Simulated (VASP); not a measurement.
Computed with PBE GGA, VASP's PBE PAW potentials (set 64) (plane waves; VASP).

A VASP calculation is set up with these files.

File POSCAR:
```
MoSi2
1
   -1.6050000000     1.6050000000     3.9250000000
    1.6050000000    -1.6050000000     3.9250000000
    1.6050000000     1.6050000000    -3.9250000000
Si Mo
2 1
Direct
  0.6712960000   0.6678040000   0.0122360000
  0.3291020000   0.3313760000  -0.0046010000
 -0.0003980000   0.0008210000  -0.0076360000
```

### INCAR
```
SYSTEM=MoSi2
PREC=Accurate; ENCUT=240; LREAL=.FALSE.
LASPH=.TRUE.
EDIFF=1E-6; NELM=100; ALGO=Normal
LMAXMIX=4
ISMEAR=0; SIGMA=0.272
GGA=PE
ISIF=2
LWAVE=.FALSE.; LCHARG=.FALSE.
```

**KPOINTS**
```
Automatic mesh
0
Gamma
8 8 10
0 0 0
```

POTCAR, in this order: Si Mo_sv (PBE.64 set). Program: vasp_std.

Q: What will the output report for the number of irreducible k-points (NKPTS), largest plane-wave count, number of space-group operations, FFT grid (NGX, NGY, NGZ)?

A: 
```yaml
number of irreducible k-points (NKPTS): 324
largest_plane_wave_count: 353
number_of_space_group_operations: 1
FFT grid (NGX, NGY, NGZ): 24 × 24 × 24
```

The structure is a typed MoSi2 crystal. The cell was not relaxed at this level, atoms are displaced from their ideal sites. The run is one of a series of settings (ENCUT = 240 against the base run), some of them coarse on purpose.
